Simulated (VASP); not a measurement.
Calculation: PBEsol GGA, VASP's PBE PAW potentials (set 64) (plane waves; VASP).

A VASP calculation is set up with these files.

**POSCAR**
```
FePt
3.7129750
  0.7233762150   0.0000000000   0.0000000000
  0.0000000000   0.7233762150   0.0000000000
  0.0000000000   0.0000000000   0.9999998758
Fe Pt
1 1
Direct
  0.0000000000   0.0000000000   0.0000000000
  0.5000000000   0.5000000000   0.5000000000
```

### KPOINTS
```
kpoints
0
gamma
 12 12 10
0 0 0
```

### INCAR
```
SYSTEM = FePt
PREC = Accurate; ENCUT = 480; LREAL = .FALSE.
LASPH = .TRUE.
EDIFF = 1E-7; NELM = 100; ALGO = Normal
LMAXMIX = 6
ISMEAR = 1; SIGMA = 0.1
GGA = PS
MAGMOM = 2.9 0.3
ISPIN = 2
ISIF = 2
LWAVE = .FALSE.; LCHARG = .FALSE.; LORBIT = 10
```

POTCAR, in this order: Fe Pt (PBE.64 set). Program: vasp_std.

The run wrote:

OUTCAR:
```
 ion  position               nearest neighbor table
   1  0.000  0.000  0.000-   2 2.66   2 2.66   2 2.66   2 2.66   2 2.66   2 2.66   2 2.66   2 2.66
  LATTYP: Found a simple tetragonal cell.
 ALAT       =     2.6858778018
 C/A-ratio  =     1.3824063538
 Subroutine PRICEL returns:
 Original cell was already a primitive cell.
 Subroutine GETGRP returns: Found 16 space group operations
The static configuration has the point symmetry D_4h.
The dynamic configuration has the point symmetry D_4h.
The overall configuration has the point symmetry D_4h.
 Subroutine INISYM returns: Found 16 space group operations
 Subroutine IBZKPT returns following result:
 Found    168 irreducible k-points:

 Following reciprocal coordinates:
            Coordinates               Weight
  0.000000  0.000000  0.000000      1.000000
  0.083333  0.000000  0.000000      4.000000
  0.166667  0.000000  0.000000      4.000000
  0.250000  0.000000  0.000000      4.000000
  0.333333  0.000000  0.000000      4.000000
  0.416667  0.000000  0.000000      4.000000
  0.500000  0.000000  0.000000      2.000000
  0.083333  0.083333  0.000000      4.000000
  0.166667  0.083333  0.000000      8.000000
  0.250000  0.083333  0.000000      8.000000
  0.333333  0.083333  0.000000      8.000000
  0.416667  0.083333  0.000000      8.000000
  0.500000  0.083333  0.000000      4.000000
  0.166667  0.166667  0.000000      4.000000
  0.250000  0.166667  0.000000      8.000000
  0.333333  0.166667  0.000000      8.000000
  0.416667  0.166667  0.000000      8.000000
  0.500000  0.166667  0.000000      4.000000
  0.250000  0.250000  0.000000      4.000000
  0.333333  0.250000  0.000000      8.000000
  0.416667  0.250000  0.000000      8.000000
  0.500000  0.250000  0.000000      4.000000
  0.333333  0.333333  0.000000      4.000000
  0.416667  0.333333  0.000000      8.000000
  0.500000  0.333333  0.000000      4.000000
  0.416667  0.416667  0.000000      4.000000
  0.500000  0.416667  0.000000      4.000000
  0.500000  0.500000  0.000000      1.000000
  0.000000  0.000000  0.100000      2.000000
  0.083333  0.000000  0.100000      8.000000
  0.166667  0.000000  0.100000      8.000000
  0.250000  0.000000  0.100000      8.000000
  0.333333  0.000000  0.100000      8.000000
  0.416667  0.000000  0.100000      8.000000
  0.500000  0.000000  0.100000      4.000000
  0.083333  0.083333  0.100000      8.000000
  0.166667  0.083333  0.100000     16.000000
  0.250000  0.083333  0.100000     16.000000
  0.333333  0.083333  0.100000     16.000000
  0.416667  0.083333  0.100000     16.000000
   k-points           NKPTS =    168   k-points in BZ     NKDIM =    168   number of bands    NBANDS=     15
   number of dos      NEDOS =    301   number of ions     NIONS =      2
   total plane-waves  NPLWV =  11200
   dimension x,y,z NGX =    20 NGY =   20 NGZ =   28
   dimension x,y,z NGXF=    40 NGYF=   40 NGZF=   56
   ions per type =               1   1
   PREC   = accura    normal or accurate (medium, high low for compatibility)
   ISTART =      0    job   : 0-new  1-cont  2-samecut
   ICHARG =      2    charge: 1-file 2-atom 10-const
   ISPIN  =      2    spin polarized calculation?
   LNONCOLLINEAR =      F non collinear calculations
   LSORBIT =      F    spin-orbit coupling
   INIWAV =      1    electr: 0-lowe 1-rand  2-diag
   ENCUT  =  480.0 eV  35.28 Ry    5.94 a.u.   4.80  4.80  6.63*2*pi/ulx,y,z
   NELM   =    100;   NELMIN=  2; NELMDL= -5     # of ELM steps
   EDIFF  = 0.1E-06   stopping-criterion for ELM
   LREAL  =      F    real-space projection
   NLSPLINE    = F    spline interpolate recip. space projectors
...
```

File OSZICAR:
```
       N       E                     dE             d eps       ncg     rms          rms(c)
DAV:   1     0.862989424990E+02    0.86299E+02   -0.83351E+03 10432   0.125E+03
DAV:   2    -0.148240861715E+02   -0.10112E+03   -0.90527E+02 10402   0.249E+02
DAV:   3    -0.179118220014E+02   -0.30877E+01   -0.29928E+01 12733   0.524E+01
DAV:   4    -0.179433918384E+02   -0.31570E-01   -0.31563E-01 11464   0.454E+00
DAV:   5    -0.179442612258E+02   -0.86939E-03   -0.86938E-03 13603   0.852E-01    0.181E+01
DAV:   6    -0.189020164717E+02   -0.95776E+00   -0.13996E+01 10964   0.840E+01    0.232E+01
DAV:   7    -0.164594136116E+02    0.24426E+01   -0.10644E+01 12825   0.829E+01    0.915E+00
DAV:   8    -0.163761291311E+02    0.83284E-01   -0.53061E-01 12320   0.112E+01    0.459E+00
DAV:   9    -0.162982297212E+02    0.77899E-01   -0.16889E-01 14471   0.834E+00    0.189E+00
DAV:  10    -0.162872486260E+02    0.10981E-01   -0.34213E-02 15206   0.353E+00    0.793E-01
DAV:  11    -0.162868779942E+02    0.37063E-03   -0.47777E-03 14199   0.120E+00    0.323E-01
DAV:  12    -0.162869830096E+02   -0.10502E-03   -0.46793E-04 13923   0.317E-01    0.102E-01
DAV:  13    -0.162869958743E+02   -0.12865E-04   -0.97782E-05 12888   0.121E-01    0.394E-02
DAV:  14    -0.162869902400E+02    0.56343E-05   -0.12053E-05 13877   0.679E-02    0.132E-02
DAV:  15    -0.162869899439E+02    0.29612E-06   -0.13000E-06 14198   0.213E-02    0.501E-03
DAV:  16    -0.162869899954E+02   -0.51565E-07   -0.32367E-07  9314   0.126E-02
   1 F= -.16286990E+02 E0= -.16286712E+02  d E =-.833935E-03  mag=     3.1953
```

File OUTCAR:
```
------------------------ aborting loop because EDIFF is reached ----------------------------------------
  FORCE on cell =-STRESS in cart. coord.  units (eV):
  Direction    XX          YY          ZZ          XY          YZ          ZX
  --------------------------------------------------------------------------------------
  Total        0.0176114      0.0176114      0.0230255      0.0000000     -0.0000000     -0.0000000
  in kB        1.0534419      1.0534419      1.3772869      0.0000000     -0.0000000     -0.0000000
  external PRESSURE =       1.1613903 kB  Pullay stress =       0.0000000 kB
  volume of cell :       26.79
      direct lattice vectors                 reciprocal lattice vectors
     2.685877802  0.000000000  0.000000000     0.372317757  0.000000000  0.000000000
     0.000000000  2.685877802  0.000000000     0.000000000  0.372317757  0.000000000
     0.000000000  0.000000000  3.712974539     0.000000000  0.000000000  0.269325844
 POSITION                                       TOTAL-FORCE (eV/Angst)
 -----------------------------------------------------------------------------------
      0.00000      0.00000      0.00000         0.000000      0.000000      0.000000
      1.34294      1.34294      1.85649         0.000000      0.000000      0.000000
 -----------------------------------------------------------------------------------
    total drift:                               -0.000000      0.000000      0.000000
  FREE ENERGIE OF THE ION-ELECTRON SYSTEM (eV)
  ---------------------------------------------------
  free  energy   TOTEN  =       -16.2869899954 eV

  energy  without entropy=      -16.2861560604  energy(sigma->0) =      -16.28671202

 total charge

# of ion       s       p       d       tot
------------------------------------------
    1        0.423   0.479   6.152   7.054
    2        0.723   0.705   8.063   9.491
--------------------------------------------------
tot          1.146   1.184  14.214  16.545

 magnetization (x)

# of ion       s       p       d       tot
------------------------------------------
    1        0.003  -0.006   2.849   2.845
    2       -0.025  -0.065   0.405   0.314
--------------------------------------------------
tot         -0.023  -0.072   3.254   3.159
```
(Selected blocks of OUTCAR.)

The compound is FePt in the L1_0 structure. It was relaxed first.
